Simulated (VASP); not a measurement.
A convergence study with VASP on ZnO (wurtzite): one setting is varied, all else stays as given below, so the limit is that of these other settings.

```yaml
crystal:
  lattice:
    - [1.62500, -2.81458, 0.00000]
    - [1.62500, 2.81458, 0.00000]
    - [0.00000, 0.00000, 5.21000]
  atoms:
    - { symbol: Zn, position: [0.66667, 0.33333, 0.50000] }
    - { symbol: Zn, position: [0.33333, 0.66667, 0.00000] }
    - { symbol: O, position: [0.66667, 0.33333, 0.88200] }
    - { symbol: O, position: [0.33333, 0.66667, 0.38200] }
```

These are PBEsol GGA, VASP's PBE PAW potentials (set 64) (plane waves; VASP 6.6.1) values and carry that method's errors. The tightest run used: 700 eV cut-off, 17×17×9 Γ-centred mesh, tetrahedra with Blöchl corrections, potentials Zn O.

Q: The settings run are 3×3×2 mesh; 4×4×2 mesh; 5×5×3 mesh; 6×6×3 mesh; 7×7×4 mesh; 8×8×4 mesh; 9×9×5 mesh; 10×10×6 mesh; 11×11×6 mesh; 12×12×7 mesh; 13×13×7 mesh; 14×14×8 mesh; 15×15×8 mesh; 16×16×9 mesh; 17×17×9 mesh. From which on does the energy per atom stay within 0.005 eV/atom of the tightest run?

A: From 5×5×3 mesh on: it is off by 0.0021 there and by no more than 0.005 in any finer run, while 4×4×2 mesh is off by 0.0078.
| setting | E (eV/atom) | pressure (GPa) | irreducible k-points | difference judged (eV/atom) |
|---|---|---|---|---|
| 3×3×2 mesh | -4.8221 | -0.62 | 6 | 0.0326 |
| 4×4×2 mesh | -4.8469 | -0.85 | 8 | 0.0078 |
| 5×5×3 mesh | -4.8526 | -0.84 | 10 | 0.0021 |
| 6×6×3 mesh | -4.8537 | -0.83 | 14 | 0.0010 |
| 7×7×4 mesh | -4.8544 | -0.84 | 24 | 0.0003 |
| 8×8×4 mesh | -4.8545 | -0.82 | 30 | 0.0002 |
| 9×9×5 mesh | -4.8546 | -0.82 | 36 | 0.0001 |
| 10×10×6 mesh | -4.8547 | -0.82 | 56 | 0.0000 |
| 11×11×6 mesh | -4.8547 | -0.83 | 64 | 0.0000 |
| 12×12×7 mesh | -4.8547 | -0.82 | 76 | 0.0000 |
| 13×13×7 mesh | -4.8547 | -0.82 | 84 | 0.0000 |
| 14×14×8 mesh | -4.8547 | -0.83 | 120 | 0.0000 |
| 15×15×8 mesh | -4.8547 | -0.83 | 135 | 0.0000 |
| 16×16×9 mesh | -4.8547 | -0.83 | 150 | 0.0000 |
| 17×17×9 mesh | -4.8547 | -0.83 | 165 | 0.0000 |

Left out are rungs that failed or repeat a setting and relaxations that didn't move; long series are thinned to 24 rows.

The compound is ZnO in the wurtzite structure. The cell was not relaxed at this level.
